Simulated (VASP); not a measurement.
Crystal: CsSi2.

```
Cs Si
1.0
     6.37157    0.00000    0.00000
    -3.18578    5.51794    0.00000
     0.00000    0.00000    4.47866
Cs Si
1 2
Direct
  0.00000 0.00000 0.00000
  0.66667 0.33333 0.25039
  0.66667 0.33333 0.74961
```

The cell was built by a generator and needn't be a form met in nature.

* Program: VASP 6.6.1
* Task: relaxation of cell and atoms
* Functional: AM05
* Potentials or basis: VASP PAW PBE potentials, release 64 (Cs_sv, Si)
* Cutoff: 600 eV
* k mesh: 5 × 5 × 6
* Occupations: fermi-dirac, width 0.05 eV
* Spin: no spin polarisation

At the start: pressure -0.9 GPa; volume 52.49 Å³/atom.

Question: How do energy, volume and symmetry change on relaxing?

Answer: Over 15 steps the energy falls by 17.1 meV/atom and the volume is 50.47 Å³/atom (-3.8 %); space group P-6m2 (No. 187, to 0.05 Å).

Step by step:
| step | energy change (eV) | largest force (eV/Å) | pressure (GPa) | volume (Å³) |
| --- | --- | --- | --- | --- |
| 1 | 0.0000 | 0.1097 | -0.94 | 157.46 |
| 2 | -0.0381 | 0.3557 | 0.60 | 150.49 |
| 3 | -0.0497 | 0.2505 | -0.02 | 152.34 |
| 4 | -0.0497 | 0.2356 | -0.11 | 152.61 |
| 5 | -0.0498 | 0.2420 | -0.07 | 152.50 |
| 6 | -0.0494 | 0.2532 | 0.10 | 151.65 |
| 7 | -0.0511 | 0.0124 | 0.01 | 152.10 |
| 8 | -0.0511 | 0.0231 | -0.08 | 152.13 |
| 9 | -0.0512 | 0.0085 | -0.04 | 152.11 |
| 10 | -0.0512 | 0.0020 | -0.03 | 151.88 |
| 11 | -0.0513 | 0.0170 | 0.01 | 151.19 |
| 12 | -0.0513 | 0.0112 | 0.00 | 151.39 |
| 13 | -0.0513 | 0.0099 | -0.01 | 151.44 |
| 14 | -0.0513 | 0.0123 | 0.01 | 151.35 |
| 15 | -0.0513 | 0.0001 | 0.00 | 151.40 |

Final structure:
```
Cs Si
1.0
     6.34150   -0.00002    0.00000
    -3.17076    5.49189    0.00000
     0.00000    0.00000    4.34728
Cs Si
1 2
Direct
  0.00000 0.00000 0.00000
  0.66667 0.33333 0.25001
  0.66667 0.33333 0.74999
```

Caveat: the PAW data sets were made with another functional, which shifts forces and pressure a little.
